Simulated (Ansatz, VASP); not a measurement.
# SnPHO4 (SnPHO4 (P2_1/c)) in two plane-wave programs, part 2 of 3

Aim: how closely do two programs agree when they are given the same cell, functional and k mesh? Of the first pair: The structure shown is the start of the Ansatz relaxation below; VASP solves that cell, so the two are compared at the walk's first step.

VASP 6.6.1 and Ansatz 0.2.0.

So far: The structure; Ansatz: relaxation, PBEsol.

## (3) VASP: single point, PBEsol, start cell, pair 1

Level of this step: PBEsol; plane waves and PAW (Sn_d, H, P, O) (VASP).

The same cell, functional, mesh and smearing now go to VASP, with its own data sets.

Lines of VASP's logs that name or quote its potential files are left out, and so is its time.

File INCAR:

```
SYSTEM = SnPHO4
PREC = Accurate
ENCUT = 520
EDIFF = 1E-06
NELM = 120
ISMEAR = -1
SIGMA = 0.01
LREAL = .FALSE.
ALGO = Normal
GGA = PS
NBANDS = 108
LORBIT = 11
LWAVE = .FALSE.
LCHARG = .FALSE.
ISIF = 2
LASPH = .TRUE.
GGA_COMPAT = .FALSE.
EFERMI = MIDGAP
KPAR = 4
```

File POSCAR:

```
SnPHO4
1.0
    4.6703130000      0.0000000000      0.0000000000
    0.0000000000     13.7725840000      0.0000000000
   -0.8858170000      0.0000000000      5.8257840000
Sn H P O
4 4 4 16
Direct
    0.0514919054      0.6570029996      0.6083540001
    0.9485079875      0.1570029996      0.8916459999
    0.9485079875      0.3429970004      0.3916459999
    0.0514919054      0.8429970004      0.1083540001
    0.4120308806      0.9864369678      0.7014769171
    0.5879690123      0.4864369678      0.7985230829
    0.5879690123      0.0135630322      0.2985230829
    0.4120308806      0.5135630322      0.2014769171
    0.5717028951      0.6506259827      0.0632009357
    0.4282969978      0.1506259827      0.4367990643
    0.4282969978      0.3493740173      0.9367990643
    0.5717028951      0.8493740173      0.5632009357
    0.3035939509      0.7127289984      0.9564309284
    0.6964059420      0.2127289984      0.5435690716
    0.6964059420      0.2872710016      0.0435690716
    0.3035939509      0.7872710016      0.4564309284
    0.4806449216      0.5817389823      0.2569020753
    0.5193549714      0.0817389823      0.2430979247
    0.5193549714      0.4182610177      0.7430979247
    0.4806449216      0.9182610177      0.7569020753
    0.6819519516      0.5907370033      0.8755849856
    0.3180479412      0.0907370033      0.6244150144
    0.3180479412      0.4092629967      0.1244150144
    0.6819519516      0.9092629967      0.3755849856
    0.8032649186      0.7172879831      0.2001390714
    0.1967349743      0.2172879831      0.2998609286
    0.1967349743      0.2827120169      0.7998609286
    0.8032649186      0.7827120169      0.7001390714
```

File KPOINTS:

```
Automatic mesh
0
Gamma
6 2 5
0 0 0
```

The projector-augmented-wave data sets are Sn_d, H, P and O (PBE family, release 64).

On the command line:

```
mpirun -np 4 vasp_std
```

Numbers of over 12 decimals in the logs are rounded to 6 here.

The log of the run:

```text
[banner, memory and clock lines left out]
running    4 mpi-ranks, on    1 nodes
 distrk:  each k-point on    1 cores,    4 groups
 distr:  one band on    1 cores,    1 groups

 POSCAR found type information on POSCAR SnH P O
 POSCAR found :  4 types and      28 ions
|                                                                             |
|               ----> ADVICE to this user running VASP <----                  |
|                                                                             |
|     You have a (more or less) 'large supercell' and for larger cells it     |
|     might be more efficient to use real-space projection operators.         |
|     Therefore, try LREAL= Auto in the INCAR file.                           |
|     Mind: For very accurate calculation, you might also keep the            |
|     reciprocal projection scheme (i.e. LREAL=.FALSE.).                      |
|                                                                             |

|                                                                             |
|               ----> ADVICE to this user running VASP <----                  |
|                                                                             |
|     You enforced a specific xc type in the INCAR file but a different       |
|     [... a line on the potential file left out ...]
|     I HOPE YOU KNOW WHAT YOU ARE DOING!                                     |
|                                                                             |

 LDA part: xc-table for (Slater+PW92), standard interpolation
 POSCAR, INCAR and KPOINTS ok, starting setup
 FFT: planning ... GRIDC
 FFT: planning ... GRID_SOFT
 FFT: planning ... GRID
 WAVECAR not read
 entering main loop
       N       E                     dE             d eps       ncg     rms          rms(c)
DAV:   1     0.273536223621E+04    0.27354E+04   -0.76274E+04  7416   0.199E+03
DAV:   2     0.362030613057E+03   -0.23733E+04   -0.22540E+04  7880   0.612E+02
DAV:   3    -0.160591825685E+03   -0.52262E+03   -0.50054E+03  7700   0.251E+02
DAV:   4    -0.205761534418E+03   -0.45170E+02   -0.44444E+02  8080   0.813E+01
DAV:   5    -0.207778825848E+03   -0.20173E+01   -0.20086E+01  8728   0.169E+01    0.434E+01
DAV:   6    -0.186937816539E+03    0.20841E+02   -0.85369E+01 10056   0.334E+01    0.227E+01
DAV:   7    -0.186937878085E+03   -0.61546E-04   -0.57225E+00  8984   0.100E+01    0.705E+00
DAV:   8    -0.186864795206E+03    0.73083E-01   -0.67997E-01  8792   0.336E+00    0.238E+00
DAV:   9    -0.186860238023E+03    0.45572E-02   -0.83607E-02  9088   0.161E+00    0.553E-01
DAV:  10    -0.186864829043E+03   -0.45910E-02   -0.21375E-02  7968   0.628E-01    0.277E-01
DAV:  11    -0.186865663384E+03   -0.83434E-03   -0.67952E-03  9040   0.359E-01    0.128E-01
DAV:  12    -0.186865927822E+03   -0.26444E-03   -0.10668E-03  8352   0.176E-01    0.633E-02
DAV:  13    -0.186866116356E+03   -0.18853E-03   -0.28762E-04  8232   0.638E-02    0.158E-02
DAV:  14    -0.186866127983E+03   -0.11627E-04   -0.45325E-05 10160   0.272E-02    0.101E-02
DAV:  15    -0.186866133688E+03   -0.57043E-05   -0.78632E-06  7000   0.137E-02    0.572E-03
DAV:  16    -0.186866136609E+03   -0.29217E-05   -0.41903E-06  6848   0.747E-03    0.317E-03
DAV:  17    -0.186866137356E+03   -0.74711E-06   -0.97134E-07  5192   0.443E-03
   1 F= -.18686614E+03 E0= -.18686614E+03  d E =0.000000E+00
```

From OUTCAR (step 3):

```text
ion  position               nearest neighbor table
   1  0.051  0.657  0.608-  28 2.20  13 2.34  16 2.39  25 2.64  21 2.67   9 3.34
   2  0.949  0.157  0.892-  27 2.20  14 2.34  15 2.39  26 2.64  22 2.67  10 3.34
   3  0.949  0.343  0.392-  26 2.20  15 2.34  14 2.39  27 2.64  23 2.67  11 3.34
   4  0.051  0.843  0.108-  25 2.20  16 2.34  13 2.39  28 2.64  24 2.67  12 3.34
   5  0.412  0.986  0.701-  20 1.03
   6  0.588  0.486  0.799-  19 1.03
   7  0.588  0.014  0.299-  18 1.03
   8  0.412  0.514  0.201-  17 1.03
   9  0.572  0.651  0.063-  21 1.53  25 1.55  13 1.57  17 1.59   1 3.34
  10  0.428  0.151  0.437-  22 1.53  26 1.55  14 1.57  18 1.59   2 3.34
  11  0.428  0.349  0.937-  23 1.53  27 1.55  15 1.57  19 1.59   3 3.34
  12  0.572  0.849  0.563-  24 1.53  28 1.55  16 1.57  20 1.59   4 3.34
  13  0.304  0.713  0.956-   9 1.57   1 2.34   4 2.39
  14  0.696  0.213  0.544-  10 1.57   2 2.34   3 2.39
  15  0.696  0.287  0.044-  11 1.57   3 2.34   2 2.39
  16  0.304  0.787  0.456-  12 1.57   4 2.34   1 2.39
  17  0.481  0.582  0.257-   8 1.03   9 1.59
  18  0.519  0.082  0.243-   7 1.03  10 1.59
  19  0.519  0.418  0.743-   6 1.03  11 1.59
  20  0.481  0.918  0.757-   5 1.03  12 1.59
  21  0.682  0.591  0.876-   9 1.53   1 2.67
  22  0.318  0.091  0.624-  10 1.53   2 2.67
  23  0.318  0.409  0.124-  11 1.53   3 2.67
  24  0.682  0.909  0.376-  12 1.53   4 2.67
  25  0.803  0.717  0.200-   9 1.55   4 2.20   1 2.64
  26  0.197  0.217  0.300-  10 1.55   3 2.20   2 2.64
  27  0.197  0.283  0.800-  11 1.55   2 2.20   3 2.64
  28  0.803  0.783  0.700-  12 1.55   1 2.20   4 2.64

  LATTYP: Found a simple monoclinic cell.
 ALAT       =     4.6703130000
 B/A-ratio  =     2.9489638061
 C/A-ratio  =     1.2617449677
 COS(beta)  =    -0.1503233487

 Subroutine GETGRP returns: Found  4 space group operations
 (whereof  2 operations were pure point group operations)

The static configuration has the point symmetry S_2 .
 The point group associated with its full space group is C_2h.

 Found     32 irreducible k-points:

   k-points           NKPTS =     32   k-points in BZ     NKDIM =     32   number of bands    NBANDS=    108

   dimension x,y,z NGX =    36 NGY =  108 NGZ =   48
   dimension x,y,z NGXF=    72 NGYF=  216 NGZF=   96

   ENCUT  =  520.0 eV  38.22 Ry    6.18 a.u.   8.68 25.61 10.96*2*pi/ulx,y,z

   NELECT =     176.0000    total number of electrons

 k-points in reciprocal lattice and weights: Automatic mesh
   0.00000000  0.00000000  0.00000000       0.017
   0.16666667  0.00000000  0.00000000       0.033
   0.33333333  0.00000000 -0.00000000       0.033
   0.50000000  0.00000000 -0.00000000       0.017
   0.00000000  0.50000000  0.00000000       0.017
   0.16666667  0.50000000  0.00000000       0.033
   0.33333333  0.50000000 -0.00000000       0.033
   0.50000000  0.50000000 -0.00000000       0.017
   0.00000000  0.00000000  0.20000000       0.033
[...]
-0.33333333  0.50000000  0.40000000       0.033
  -0.16666667  0.50000000  0.40000000       0.033

 average (electrostatic) potential at core
       1-102.9299       2-102.9299       3-102.9299       4-102.9299       5 -34.8298
       6 -34.8298       7 -34.8298       8 -34.8298       9 -86.9322      10 -86.9322
      11 -86.9322      12 -86.9322      13 -72.0841      14 -72.0841      15 -72.0841
      16 -72.0841      17 -72.4672      18 -72.4672      19 -72.4672      20 -72.4672
      21 -71.6285      22 -71.6285      23 -71.6285      24 -71.6285      25 -72.1016
      26 -72.1016      27 -72.1016      28 -72.1016

 E-fermi :   4.1782

 k-point     1 :       0.0000    0.0000    0.0000
  band No.  band energies     occupation
    ...
     84       1.2251      2.00000
     85       1.2533      2.00000
     86       1.4045      2.00000
     87       1.8580      2.00000
     88       2.2485      2.00000
     89       6.8809      0.00000
     90       6.9320      0.00000
     91       7.0223      0.00000
     92       7.1280      0.00000
     93       7.2742      0.00000
    ...

 k-point     2 :       0.1667    0.0000    0.0000
  band No.  band energies     occupation
    ...
     84       1.2660      2.00000
     85       1.2932      2.00000
     86       1.4601      2.00000
     87       1.9191      2.00000
     88       2.3113      2.00000
     89       6.6484      0.00000
     90       6.7918      0.00000
     91       6.9193      0.00000
     92       7.0156      0.00000
     93       7.3417      0.00000
    ...

 k-point     3 :       0.3333    0.0000   -0.0000
  band No.  band energies     occupation
    ...
     84       1.3713      2.00000
     85       1.4983      2.00000
     86       1.6602      2.00000
     87       2.0727      2.00000
     88       2.4477      2.00000
     89       6.0856      0.00000
     90       6.4093      0.00000
     91       6.9823      0.00000
     92       7.0482      0.00000
     93       7.3923      0.00000
    ...

  Total       -6.3110686     -6.7566388     -7.2347967      0.0000000      0.0000000     -0.0684731
  in kB      -26.9834631    -28.8885329    -30.9329341      0.0000000      0.0000000     -0.2927622
  external PRESSURE =     -28.9349767 kB  Pullay stress =       0.0000000 kB

  energy-cutoff  :      520.00
  volume of cell :      374.73
      direct lattice vectors                 reciprocal lattice vectors
     4.670313000  0.000000000  0.000000000     0.214118411  0.000000000  0.032556945
     0.000000000 13.772584000  0.000000000     0.000000000  0.072608016  0.000000000
    -0.885817000  0.000000000  5.825784000     0.000000000  0.000000000  0.171650717

 POSITION                                       TOTAL-FORCE (eV/Angst)
 -----------------------------------------------------------------------------------
     -0.29841      9.04863      3.54414        -0.065337      0.513230      0.104309
      3.63999      2.16234      5.19454         0.065337      0.513230     -0.104309
      4.08290      4.72395      2.28164         0.065337     -0.513230     -0.104309
      0.14450     11.61025      0.63125        -0.065337     -0.513230      0.104309
      1.30293     13.58579      4.08665        -0.014127      0.166016     -0.095151
      2.03865      6.69949      4.65202         0.014127      0.166016      0.095151
      2.48156      0.18680      1.73913         0.014127     -0.166016      0.095151
      1.74584      7.07309      1.17376        -0.014127     -0.166016     -0.095151
      2.61405      8.96080      0.36819        -0.111489      0.094286      0.145834
      1.61336      2.07451      2.54470         0.111489      0.094286     -0.145834
      1.17045      4.81178      5.45759         0.111489     -0.094286     -0.145834
      2.17114     11.69808      3.28109        -0.111489     -0.094286      0.145834
      0.57066      9.81612      5.57196         0.030561     -0.061088     -0.027980
      2.77093      2.92983      3.16672        -0.030561     -0.061088      0.027980
      3.21384      3.95646      0.25382        -0.030561      0.061088      0.027980
      1.01356     10.84276      2.65907         0.030561      0.061088     -0.027980
      2.01719      8.01205      1.49666         0.113628      0.178075     -0.156968
      2.21021      1.12576      1.41624        -0.113628      0.178075      0.156968
      1.76730      5.76054      4.32913        -0.113628     -0.178075      0.156968
      1.57429     12.64683      4.40955         0.113628     -0.178075     -0.156968
      2.40932      8.13597      5.10097        -0.029574     -0.065597     -0.093610
      0.93227      1.24968      3.63771         0.029574     -0.065597      0.093610
      1.37517      5.63661      0.72482         0.029574      0.065597      0.093610
      2.85223     12.52290      2.18808        -0.029574      0.065597     -0.093610
      3.57421      9.87891      1.16597         0.009511     -0.017541     -0.034310
      0.65319      2.99262      1.74693        -0.009511     -0.017541      0.034310
      0.21028      3.89368      4.65982        -0.009511      0.017541      0.034310
      3.13130     10.77997      4.07886         0.009511      0.017541     -0.034310
 -----------------------------------------------------------------------------------
    total drift:                                0.005771     -0.000000     -0.000006

  FREE ENERGIE OF THE ION-ELECTRON SYSTEM (eV)
  ---------------------------------------------------
  free  energy   TOTEN  =      -186.8661373564 eV

  energy  without entropy=     -186.8661373564  energy(sigma->0) =     -186.86613736

 total charge
# of ion       s       p       d       tot
------------------------------------------
    1        1.403   0.514  10.025  11.942
    2        1.403   0.514  10.025  11.942
    3        1.403   0.514  10.025  11.942
    4        1.403   0.514  10.025  11.942
    5        0.522   0.114   0.000   0.636
    6        0.522   0.114   0.000   0.636
    7        0.522   0.114   0.000   0.636
    8        0.522   0.114   0.000   0.636
    9        0.911   1.491   0.000   2.402
   10        0.911   1.491   0.000   2.402
   11        0.911   1.491   0.000   2.402
   12        0.911   1.491   0.000   2.402
   13        1.563   3.540   0.000   5.103
   14        1.563   3.540   0.000   5.103
   15        1.563   3.540   0.000   5.103
   16        1.563   3.540   0.000   5.103
   17        1.559   3.620   0.000   5.179
   18        1.559   3.620   0.000   5.179
   19        1.559   3.620   0.000   5.179
   20        1.559   3.620   0.000   5.179
   21        1.566   3.551   0.000   5.117
   22        1.566   3.551   0.000   5.117
   23        1.566   3.551   0.000   5.117
   24        1.566   3.551   0.000   5.117
   25        1.561   3.565   0.000   5.126
   26        1.561   3.565   0.000   5.126
   27        1.561   3.565   0.000   5.126
   28        1.561   3.565   0.000   5.126
--------------------------------------------------
tot         36.340  65.574  40.101 142.015

[... 3 further parts left out ...]
```

The run ends at a pressure of -2.89 GPa, with forces up to 0.53 eV/Å.

## (4) Comparison

Known differences besides the potentials themselves: the cutoff is 420 eV in Ansatz and 520 eV in VASP; Ansatz makes its cores anew for this functional, VASP keeps those of its PBE data sets. Total energies have different zeros and are not compared.

Forces on 10 of the 28 atoms, those with the largest forces and the largest differences (eV/Å; atoms numbered as in POSCAR):

```tsv
atom	Ansatz x, y, z	VASP x, y, z
Sn1	-0.069, 0.551, 0.125	-0.065, 0.513, 0.104
Sn2	0.069, 0.551, -0.125	0.065, 0.513, -0.104
Sn3	0.069, -0.551, -0.125	0.065, -0.513, -0.104
Sn4	-0.069, -0.551, 0.125	-0.065, -0.513, 0.104
H6	-0.027, 0.066, 0.102	0.014, 0.166, 0.095
H7	-0.027, -0.066, 0.102	0.014, -0.166, 0.095
H8	0.027, -0.066, -0.102	-0.014, -0.166, -0.095
O18	-0.093, 0.123, 0.146	-0.114, 0.178, 0.157
O19	-0.093, -0.123, 0.146	-0.114, -0.178, 0.157
O20	0.093, -0.123, -0.146	0.114, -0.178, -0.157
```

The forces differ by 34 meV/Å r.m.s., which is 22.9 % of the r.m.s. force of 0.146 eV/Å (both taken over all components).

## (5) Ansatz: relaxation, PBEsol

This run makes the geometry at which the two programs are then compared. The cell compared in this pair holds 364.98 Å³, against 374.73 Å³ for the pair before.

The structure compared here is the end of the Ansatz relaxation.

File input.yaml:

```yaml
crystal:
  lattice:
    - [4.670313, 0.0, 0.0]
    - [0.0, 13.772584, 0.0]
    - [-0.885817, 0.0, 5.825784]
  atoms:
    - { symbol: Sn, position: [0.051492, 0.657003, 0.608354] }
    - { symbol: Sn, position: [0.948508, 0.157003, 0.891646] }
    - { symbol: Sn, position: [0.948508, 0.342997, 0.391646] }
    - { symbol: Sn, position: [0.051492, 0.842997, 0.108354] }
    - { symbol: H, position: [0.412031, 0.986437, 0.701477] }
    - { symbol: H, position: [0.587969, 0.486437, 0.798523] }
    - { symbol: H, position: [0.587969, 0.013563, 0.298523] }
    - { symbol: H, position: [0.412031, 0.513563, 0.201477] }
    - { symbol: P, position: [0.571703, 0.650626, 0.063201] }
    - { symbol: P, position: [0.428297, 0.150626, 0.436799] }
    - { symbol: P, position: [0.428297, 0.349374, 0.936799] }
    - { symbol: P, position: [0.571703, 0.849374, 0.563201] }
    - { symbol: O, position: [0.303594, 0.712729, 0.956431] }
    - { symbol: O, position: [0.696406, 0.212729, 0.543569] }
    - { symbol: O, position: [0.696406, 0.287271, 0.043569] }
    - { symbol: O, position: [0.303594, 0.787271, 0.456431] }
    - { symbol: O, position: [0.480645, 0.581739, 0.256902] }
    - { symbol: O, position: [0.519355, 0.081739, 0.243098] }
    - { symbol: O, position: [0.519355, 0.418261, 0.743098] }
    - { symbol: O, position: [0.480645, 0.918261, 0.756902] }
    - { symbol: O, position: [0.681952, 0.590737, 0.875585] }
    - { symbol: O, position: [0.318048, 0.090737, 0.624415] }
    - { symbol: O, position: [0.318048, 0.409263, 0.124415] }
    - { symbol: O, position: [0.681952, 0.909263, 0.375585] }
    - { symbol: O, position: [0.803265, 0.717288, 0.200139] }
    - { symbol: O, position: [0.196735, 0.217288, 0.299861] }
    - { symbol: O, position: [0.196735, 0.282712, 0.799861] }
    - { symbol: O, position: [0.803265, 0.782712, 0.700139] }
basis:
  ecutwfc: 420
  xc_grid: 2
hamiltonian:
  xc: pbesol
kpoints:
  mp_grid: { grid: [6, 2, 5] }
scf:
  occupations: { method: fermi_dirac, width: 0.01 }
  max_iter: 150
output:
  forces: true
  stress: true
relax:
  f_tol: 0.01
  max_steps: 60
  cell: {}
checkpoint:
  write: "../pbesol.run"
  compress: false
  write_wavefunctions: false
  write_every: 100000
```

On the command line:

```
ansatz run input.yaml --threads 4 --pin off --max-ram 6594MiB --backend cpu --events-out ev --progress --plain --runs-dir out
```

The log of the run:

```text
[...]
Crystal: 28 atoms, lattice volume = 374.728 Å³
Basis set: ecut = 420 eV, 7323 PW (Γ), exchange–correlation on 64×192×80 points (8 copies of the dense FFT grid, shifted against one another)
Bands: 116, of which v1, the nominal top of the filled ones, is band 88 counted from 1 (87 counted from 0)
Symmetry: 4 space group operations
[...]
k-points: 32 of 60
[...]
- { symbol: O, position: [0.564600, 0.085333, 0.267313] }
    - { symbol: O, position: [0.564600, 0.414667, 0.767313] }
    - { symbol: O, position: [0.435400, 0.914667, 0.732687] }
[...]
- { symbol: O, position: [0.775051, 0.716587, 0.173182] }
    - { symbol: O, position: [0.224949, 0.216587, 0.326818] }
    - { symbol: O, position: [0.224949, 0.283413, 0.826818] }
    - { symbol: O, position: [0.775051, 0.783413, 0.673182] }
[key lines of the parts left out:]
SCF converged after 6 iterations
Free energy (F): -35805.156885 eV
Fermi energy:    6.691069 eV
P = ⅓ Tr σ = -0.0030 GPa (-0.030 kbar)
```

[end of part 2 of 3]

[Lines on the potential files, build, host, timing and source positions are cut from VASP's logs without a mark.]

[Logs are printed without paths, hosts, clocks, repeated set-up lines and the standing remarks that a program may print on its own settings, such as how far it seeks lower states.]

[Hosts, paths, dates, database ids (printed as entryN), source tags and the programs' standing remarks are cut or masked in the printed files.]
